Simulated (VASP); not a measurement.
A VASP calculation is set up with these files.

### KPOINTS
```
Automatic mesh
0
Gamma
2 1 2
0 0 0
```

File POSCAR:
```
CsPbBr3
23.4204580
  0.3558344162   0.0000000000   0.0000000000
  0.0000000000   0.5000000000   0.0000000000
  0.0000000000   0.0000000000   0.3409858595
Cs Pb Br
4 4 12
Cartesian
  0.1565102096   0.1250000000   0.1771251047
  0.1993242066   0.3750000000   0.1638607548
  0.0214069985   0.3750000000   0.0066321750
  0.3344274177   0.1250000000   0.3343536845
  0.0000000000   0.2500000000   0.1704929297
  0.1779172081   0.2500000000   0.0000000000
  0.1779172081   0.0000000000   0.0000000000
  0.0000000000   0.0000000000   0.1704929297
  0.3536068928   0.3750000000   0.1908395560
  0.0022275234   0.1250000000   0.1501463035
  0.1801447316   0.1250000000   0.0203466262
  0.1756896847   0.3750000000   0.3206392332
  0.0715298343   0.0158500000   0.2737400381
  0.2843045819   0.4841500000   0.0672458213
  0.1063873738   0.4841500000   0.1032471084
  0.2494470425   0.0158500000   0.2377387511
  0.2494470425   0.2341500000   0.2377387511
  0.1063873738   0.2658500000   0.1032471084
  0.2843045819   0.2658500000   0.0672458213
  0.0715298343   0.2341500000   0.2737400381
```

INCAR:
```
SYSTEM=CsPbBr3
PREC=Accurate; ENCUT=300; LREAL=Auto
LASPH=.TRUE.
EDIFF=1E-6; NELM=100; ALGO=Normal
LMAXMIX=4
ISMEAR=0; SIGMA=0.02
GGA=PE
ISIF=2
LWAVE=.FALSE.; LCHARG=.FALSE.
```

POTCAR, in this order: Cs_sv Pb_d Br (PBE.64 set). Program: vasp_std.

Question: Write an equivalent input for Quantum ESPRESSO's pw.x.

Answer: One equivalent input (not run):
```
&CONTROL
  calculation = 'scf'
  pseudo_dir = './pseudo'
  outdir = './out'
  tprnfor = .true.
  tstress = .true.
/
&SYSTEM
  ibrav = 0
  nat = 20
  ntyp = 3
  ecutwfc = 62.5
  occupations = 'smearing'
  smearing = 'gaussian'
  degauss = 0.00147
  input_dft = 'pbe'
/
&ELECTRONS
  conv_thr = 7.3e-08
  electron_maxstep = 100
/
ATOMIC_SPECIES
  Cs 132.905 Cs.upf
  Pb 207.200 Pb.upf
  Br 79.904 Br.upf
CELL_PARAMETERS angstrom
     8.3338050    0.0000000    0.0000000
     0.0000000   11.7102290    0.0000000
     0.0000000    0.0000000    7.9860450
ATOMIC_POSITIONS crystal
  Cs   0.4398400  0.2500000  0.5194500
  Cs   0.5601600  0.7500000  0.4805500
  Cs   0.0601600  0.7500000  0.0194500
  Cs   0.9398400  0.2500000  0.9805500
  Pb   0.0000000  0.5000000  0.5000000
  Pb   0.5000000  0.5000000  0.0000000
  Pb   0.5000000  0.0000000  0.0000000
  Pb   0.0000000  0.0000000  0.5000000
  Br   0.9937400  0.7500000  0.5596700
  Br   0.0062600  0.2500000  0.4403300
  Br   0.5062600  0.2500000  0.0596700
  Br   0.4937400  0.7500000  0.9403300
  Br   0.2010200  0.0317000  0.8027900
  Br   0.7989800  0.9683000  0.1972100
  Br   0.2989800  0.9683000  0.3027900
  Br   0.7010200  0.0317000  0.6972100
  Br   0.7010200  0.4683000  0.6972100
  Br   0.2989800  0.5317000  0.3027900
  Br   0.7989800  0.5317000  0.1972100
  Br   0.2010200  0.4683000  0.8027900
K_POINTS automatic
  2 1 2 0 0 0
```
What does not carry over: the potentials are each code's own (VASP's PAW set, PseudoDojo norm-conserving files in pw.x), so ENCUT and ecutwfc are chosen apart and not converted; conv_thr bounds pw.x's estimated SCF error, while EDIFF bounds the energy change between steps.

The structure comes from a computed database's CsPbBr3 entry; how it stands against other phases isn't given here. The cell was not relaxed at this level. The k-mesh is coarse (spacing up to 0.54 per Å, 2π included), so the numbers may not be converged in it.
